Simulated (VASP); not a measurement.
# LiY3 (I4/mmm) in VASP: further runs

One crystal, LiY3, is run at these levels: PBE+U; tasks: single point.

Everything below comes from runs of VASP 6.6.1. Logs are shortened: lines on timing, memory, paths and dates and some standing lists are left out, and cuts for length are marked.

## (1) The crystal as given

Symmetry: I4/mmm, No. 139, tetragonal system. Conventional cell: a = 4.734 Å, b = 4.734 Å, c = 10.653 Å, α = 90.00°, β = 90.00°, γ = 90.00°. Around Y (site symmetry 4/mmm) lie 4 Li at 3.35 Å and 8 Y at 3.56 Å. Around Y (site symmetry -4m2) lie 8 Y at 3.35 to 3.56 Å and 4 Li at 3.56 Å. Li (site symmetry 4/mmm) has 12 Y at 3.35 to 3.56 Å as nearest neighbours.

The cell comes from a database or a generator and needn't be the stable form of this composition.

## (2) Single point, PBE+U

File INCAR:

```
SYSTEM = LiY3
ALGO = Normal ; EDIFF = 1E-6
ENCUT = 520 ; GGA = PE
ISIF = 2 ; ISMEAR = -1
LASPH = .TRUE. ; LCHARG = .FALSE.
LDAU = .TRUE. ; LDAUJ = 0 0
LDAUL = 2 -1 ; LDAUPRINT = 1
LDAUTYPE = 2 ; LDAUU = 5 0
LMAXMIX = 4 ; LREAL = .FALSE.
LWAVE = .FALSE. ; NBANDS = 26
NELM = 100 ; PREC = Accurate
SIGMA = 0.05
```

File KPOINTS:

```
k-points
0
G
  6 6 6
  0 0 0
```

File POSCAR:

```
LiY3
1.0
   -2.3671900000      2.3671900000      5.3266430000
    2.3671900000     -2.3671900000      5.3266430000
    2.3671900000      2.3671900000     -5.3266430000
Y Li
3 1
Direct
    0.5000000000      0.5000000000      0.0000000000
    0.2500000000      0.7500000000      0.5000000000
    0.7500000000      0.2500000000      0.5000000000
    0.0000000000      0.0000000000      0.0000000000
```

Potentials or basis: VASP PAW PBE potentials, release 64 (Y_sv, Li_sv).

Run with:

```console
cat potpaw_PBE.64/Y_sv/POTCAR potpaw_PBE.64/Li_sv/POTCAR > POTCAR
mpirun -np 1 vasp_std > vasp.out
```

OUTCAR:

```text
SYSTEM = LiY3
   EDIFF = 1E-6
   ENCUT = 520
   GGA = PE
   ISIF = 2
   ISMEAR = -1
   LASPH = .TRUE.
   LREAL = .FALSE.
   NELM = 100
   PREC = Accurate

 ion  position               nearest neighbor table
   1  0.500  0.500  0.000-   4 3.35   4 3.35   4 3.35   4 3.35   3 3.56   2 3.56   3 3.56   3 3.56
                             2 3.56   2 3.56   3 3.56   2 3.56
   2  0.250  0.750  0.500-   3 3.35   3 3.35   3 3.35   3 3.35   1 3.56   1 3.56   1 3.56   1 3.56

   3  0.750  0.250  0.500-   2 3.35   2 3.35   2 3.35   2 3.35   1 3.56   1 3.56   1 3.56   1 3.56

   4  0.000  0.000  0.000-   1 3.35   1 3.35   1 3.35   1 3.35

  LATTYP: Found a body centered tetragonal cell.
 ALAT       =     4.7343800000
 C/A-ratio  =     2.2501966467

  Lattice vectors:

 A1 = (  -2.3671900000,   2.3671900000,   5.3266430000)
 A2 = (   2.3671900000,  -2.3671900000,   5.3266430000)
 A3 = (   2.3671900000,   2.3671900000,  -5.3266430000)

Analysis of symmetry for initial positions (statically):
=====================================================================
 Subroutine PRICEL returns:
 Original cell was already a primitive cell.

 Routine SETGRP: Setting up the symmetry group for a
 body centered tetragonal supercell.

 Subroutine GETGRP returns: Found 16 space group operations
 (whereof 16 operations were pure point group operations)
 out of a pool of 16 trial point group operations.

The static configuration has the point symmetry D_4h.

Analysis of symmetry for dynamics (positions and initial velocities):
=====================================================================
 Subroutine PRICEL returns:
 Original cell was already a primitive cell.

 Routine SETGRP: Setting up the symmetry group for a
 body centered tetragonal supercell.

 Subroutine GETGRP returns: Found 16 space group operations
 (whereof 16 operations were pure point group operations)
 out of a pool of 16 trial point group operations.

The dynamic configuration has the point symmetry D_4h.

 Subroutine INISYM returns: Found 16 space group operations
 (whereof 16 operations are pure point group operations),
[... 133 lines left out ...]
   LEPSILON=     F    determine dielectric tensor
   LRPA    =     F    only Hartree local field effects (RPA)
 non-spin polarized calculation
  energy-cutoff  :      520.00
  volume of cell :      119.39
 maximum number of plane-waves:      3231
   NGX = 23   NGY = 23   NGZ = 23

atom =   1  type =  1  l = 2

 onsite density matrix

spin component  1
[... 83 lines left out ...]
  o =  0.0305  v =  1.0000  0.0000  0.0000  0.0000  0.0000  0.0000  0.0000  0.0000  0.0000  0.0000      0.0000  0.0000  0.0000  0.0000  0.0000  0.0000  0.0000  0.0000  0.0000  0.0000
  o =  0.0305  v =  0.0000  0.0000  0.0000  0.0000  0.0000  1.0000  0.0000  0.0000  0.0000  0.0000      0.0000  0.0000  0.0000  0.0000  0.0000  0.0000  0.0000  0.0000  0.0000  0.0000
  o =  0.0597  v =  0.0000  0.0000  1.0000  0.0000 -0.0000  0.0000  0.0000  0.0000  0.0000  0.0000      0.0000  0.0000  0.0000  0.0000  0.0000  0.0000  0.0000  0.0000  0.0000  0.0000
  o =  0.0597  v =  0.0000  0.0000  0.0000  0.0000  0.0000  0.0000  0.0000  1.0000  0.0000 -0.0000      0.0000  0.0000  0.0000  0.0000  0.0000  0.0000  0.0000  0.0000  0.0000  0.0000
  o =  0.0817  v =  0.0000 -0.9832  0.0000 -0.1827  0.0000  0.0000  0.0000  0.0000  0.0000  0.0000      0.0000  0.0000  0.0000  0.0000  0.0000  0.0000  0.0000  0.0000  0.0000  0.0000
  o =  0.0817  v =  0.0000  0.0000  0.0000  0.0000  0.0000  0.0000 -0.9832  0.0000 -0.1827  0.0000      0.0000  0.0000  0.0000  0.0000  0.0000  0.0000  0.0000  0.0000  0.0000  0.0000
  o =  0.0817  v =  0.0000 -0.1827 -0.0000  0.9832  0.0000  0.0000  0.0000  0.0000  0.0000  0.0000      0.0000  0.0000  0.0000  0.0000  0.0000  0.0000  0.0000  0.0000  0.0000  0.0000
  o =  0.0817  v =  0.0000  0.0000  0.0000  0.0000  0.0000  0.0000 -0.1827 -0.0000  0.9832  0.0000      0.0000  0.0000  0.0000  0.0000  0.0000  0.0000  0.0000  0.0000  0.0000  0.0000
  o =  0.0954  v =  0.0000  0.0000  0.0000 -0.0000  1.0000  0.0000  0.0000  0.0000  0.0000  0.0000      0.0000  0.0000  0.0000  0.0000  0.0000  0.0000  0.0000  0.0000  0.0000  0.0000
  o =  0.0954  v =  0.0000  0.0000  0.0000  0.0000  0.0000  0.0000  0.0000  0.0000 -0.0000  1.0000      0.0000  0.0000  0.0000  0.0000  0.0000  0.0000  0.0000  0.0000  0.0000  0.0000

 number of electron      35.9999996 magnetization

 Free energy of the ion-electron system (eV)
  ---------------------------------------------------
  ext. energy  EPLUGINS =         0.00000000
  ---------------------------------------------------
  free energy    TOTEN  =       -14.89034479 eV

  energy without entropy =      -14.84045243  energy(sigma->0) =      -14.86539861

 E-fermi :   3.2280     XC(G=0):  -9.0649

 val. band max:        3.2113895703   @ k =  -0.3333   0.3333   0.1667
 cond. band min:       3.2378824884   @ k =   0.3333   0.3333   0.1667
 fundamental gap:      0.0264929181
 Fermi energy:         3.2280366750

 k-point     1 :       0.0000    0.0000    0.0000
  band No.  band energies     occupation
      1     -42.4328      2.00000
      2     -40.9842      2.00000
      3     -40.9222      2.00000
      4     -40.8603      2.00000
      5     -21.1000      2.00000
      6     -21.1000      2.00000
[... 685 lines left out ...]
     25       6.3876      0.00000
     26       7.4255      0.00000

 [... further k-points ...]

------------------------ aborting loop because EDIFF is reached ----------------------------------------

  FORCE on cell =-STRESS in cart. coord.  units (eV):
  Direction    XX          YY          ZZ          XY          YZ          ZX
  --------------------------------------------------------------------------------------
  -------------------------------------------------------------------------------------
  Total        5.6016041      5.6016041      6.3477670      0.0000000      0.0000000      0.0000000
  in kB       75.1697624     75.1697624     85.1827672      0.0000000      0.0000000      0.0000000
  external PRESSURE =      78.5074307 kB  Pullay stress =       0.0000000 kB

 VOLUME and BASIS-vectors are now :
 -----------------------------------------------------------------------------
  energy-cutoff  :      520.00
  volume of cell :      119.39
      direct lattice vectors                 reciprocal lattice vectors
    -2.367190000  2.367190000  5.326643000     0.000000000  0.211220899  0.093867751
     2.367190000 -2.367190000  5.326643000     0.211220899  0.000000000  0.093867751
     2.367190000  2.367190000 -5.326643000     0.211220899  0.211220899  0.000000000

 POSITION                                       TOTAL-FORCE (eV/Angst)
 -----------------------------------------------------------------------------------
      0.00000      0.00000      5.32664         0.000000     -0.000000      0.000000
      2.36719      0.00000      2.66332         0.000000     -0.000000      0.000000
      0.00000      2.36719      2.66332        -0.000000      0.000000     -0.000000
      0.00000      0.00000      0.00000         0.000000     -0.000000      0.000000
 -----------------------------------------------------------------------------------
    total drift:                                0.000000     -0.000000      0.000000

  FREE ENERGIE OF THE ION-ELECTRON SYSTEM (eV)
  ---------------------------------------------------
  free  energy   TOTEN  =       -14.8903447937 eV

  energy  without entropy=      -14.8404524347  energy(sigma->0) =      -14.86539861
```

stdout:

```text
POSCAR found type information on POSCAR Y Li
 POSCAR found :  2 types and       4 ions
 scaLAPACK will be used
 LDA part: xc-table for (Slater+PW92), standard interpolation
 POSCAR, INCAR and KPOINTS ok, starting setup
 FFT: planning ... GRIDC
 FFT: planning ... GRID_SOFT
 FFT: planning ... GRID
 WAVECAR not read
 entering main loop
```

It took 2.3 min on 1 thread of Intel Xeon Platinum 8488C (Sapphire Rapids), shared host; peak memory 0.37 GiB.

Results:

* Free energy: -14.8903 eV
* Band gap on the k mesh: none (metal or under the smearing width)

Eigenvalues of the final occupation matrices:
| site | spin | trace | eigenvalues |
| --- | --- | --- | --- |
| site 1 d | 1 | 0.30 | 0.04 0.05 0.05 0.06 0.10 |
| site 1 d | 2 | 0.30 | 0.04 0.05 0.05 0.06 0.10 |
| site 2 d | 1 | 0.35 | 0.03 0.06 0.08 0.08 0.10 |
| site 2 d | 2 | 0.35 | 0.03 0.06 0.08 0.08 0.10 |
| site 3 d | 1 | 0.35 | 0.03 0.06 0.08 0.08 0.10 |
| site 3 d | 2 | 0.35 | 0.03 0.06 0.08 0.08 0.10 |

Caveat: the cutoff is under 1.25 times the usual one of these potentials, so pressure, stress and relaxed cells hold a basis-set (Pulay) error; U without spin polarisation on a metal has little footing; the U is typed as a test and isn't derived for this compound.

## (3) Single point, PBE+U

Edit INCAR of step 2 so:

```diff
@@ -7,3 +7,3 @@
 LDAUL = 2 -1 ; LDAUPRINT = 1
-LDAUTYPE = 2 ; LDAUU = 5 0
+LDAUTYPE = 2 ; LDAUU = 6 0
 LMAXMIX = 4 ; LREAL = .FALSE.
```

KPOINTS is that of step 2.

POSCAR is that of step 2.

Potentials or basis: VASP PAW PBE potentials, release 64 (Y_sv, Li_sv).

Run with:

```console
cat potpaw_PBE.64/Y_sv/POTCAR potpaw_PBE.64/Li_sv/POTCAR > POTCAR
mpirun -np 1 vasp_std > vasp.out
```

Wall time 2.1 min (1 thread of Intel Xeon Platinum 8488C (Sapphire Rapids), shared host); peak memory 0.37 GiB.

The run converged. Its results:

- Free energy: -14.0026 eV
- Band gap on the k mesh: none (metal or under the smearing width)

Levels at points of the mesh, in eV from the Fermi level:
| k point | band 16 | band 17 | band 18 | band 19 | band 20 | band 21 |
| --- | --- | --- | --- | --- | --- | --- |
| (0.00, 0.00, 0.00) | -1.15 | 0.28 | 0.28 | 0.29 | 0.46 | 0.71 |
| (0.50, 0.00, 0.00) | -1.29 | -0.63 | -0.12 | 0.50 | 0.85 | 1.47 |
| (0.50, 0.50, 0.00) | -1.57 | -1.43 | -0.29 | -0.25 | -0.06 | 0.95 |
| (0.50, 0.50, 0.50) | -1.62 | -0.33 | 0.22 | 0.22 | 0.69 | 1.60 |

Eigenvalues of the final occupation matrices:
```
    site  spin  trace               eigenvalues
site 1 d     1   0.27  0.04 0.04 0.04 0.06 0.09
site 1 d     2   0.27  0.04 0.04 0.04 0.06 0.09
site 2 d     1   0.32  0.03 0.06 0.07 0.07 0.09
site 2 d     2   0.32  0.03 0.06 0.07 0.07 0.09
site 3 d     1   0.32  0.03 0.06 0.07 0.07 0.09
site 3 d     2   0.32  0.03 0.06 0.07 0.07 0.09
```

Caveat: the cutoff is under 1.25 times the usual one of these potentials, so pressure, stress and relaxed cells hold a basis-set (Pulay) error; U without spin polarisation on a metal has little footing; the U is typed as a test and isn't derived for this compound.

## (4) Single point, PBE+U

Edit INCAR of step 3 so:

```diff
@@ -7,3 +7,3 @@
 LDAUL = 2 -1 ; LDAUPRINT = 1
-LDAUTYPE = 2 ; LDAUU = 6 0
+LDAUTYPE = 2 ; LDAUU = 8 0
 LMAXMIX = 4 ; LREAL = .FALSE.
```

KPOINTS is that of step 3.

POSCAR is that of step 3.

Run with:

```console
cat potpaw_PBE.64/Y_sv/POTCAR potpaw_PBE.64/Li_sv/POTCAR > POTCAR
mpirun -np 1 vasp_std > vasp.out
```

Wall time 2.1 min (1 thread of Intel Xeon Platinum 8488C (Sapphire Rapids), shared host); peak memory 0.37 GiB.

Results (log left out):

```
Free energy            : -12.4172 eV
Band gap on the k mesh : none (metal or under the smearing width)
```

Levels at points of the mesh, in eV from the Fermi level:
```tsv
k point	band 15	band 16	band 17	band 18	band 19	band 20	band 21	band 22
(0.00, 0.00, 0.00)	-1.34	-1.09	0.02	0.32	0.32	0.72	0.77	1.42
(0.50, 0.00, 0.00)	-2.96	-1.40	-0.78	-0.01	0.58	1.01	1.54	1.59
(0.50, 0.50, 0.00)	-1.91	-1.66	-1.49	-0.51	-0.50	-0.03	1.09	1.28
(0.50, 0.50, 0.50)	-3.57	-1.55	-0.26	0.44	0.44	0.97	1.34	1.34
```

Eigenvalues of the final occupation matrices:
```
    site  spin  trace               eigenvalues
site 1 d     1   0.23  0.03 0.04 0.04 0.05 0.08
site 1 d     2   0.23  0.03 0.04 0.04 0.05 0.08
site 2 d     1   0.28  0.03 0.05 0.06 0.06 0.08
site 2 d     2   0.28  0.03 0.05 0.06 0.06 0.08
site 3 d     1   0.28  0.03 0.05 0.06 0.06 0.08
site 3 d     2   0.28  0.03 0.05 0.06 0.06 0.08
```

Caveat: the cutoff is under 1.25 times the usual one of these potentials, so pressure, stress and relaxed cells hold a basis-set (Pulay) error; U without spin polarisation on a metal has little footing; the U is typed as a test and isn't derived for this compound.

## (5) Overview

| U | gap on the mesh (eV) |
| --- | --- |
| Y d U = 5 eV | none |
| Y d U = 6 eV | none |
| Y d U = 8 eV | none |

Alike in all rows: task single point; level PBE+U; potentials or basis VASP PAW PBE potentials, release 64 (Y_sv, Li_sv); no spin polarisation; cell as given; k mesh 6 × 6 × 6; cutoff (eV) 520; smearing fermi-dirac 0.05 eV.

Every run on the cell as given and a fine mesh finds a metal.

Caveats: the cutoff is under 1.25 times the usual one of these potentials, so pressure, stress and relaxed cells hold a basis-set (Pulay) error; U without spin polarisation on a metal has little footing; the U is typed as a test and isn't derived for this compound.

Total energies depend on the potentials used, so only differences within one code and one set of settings carry meaning.
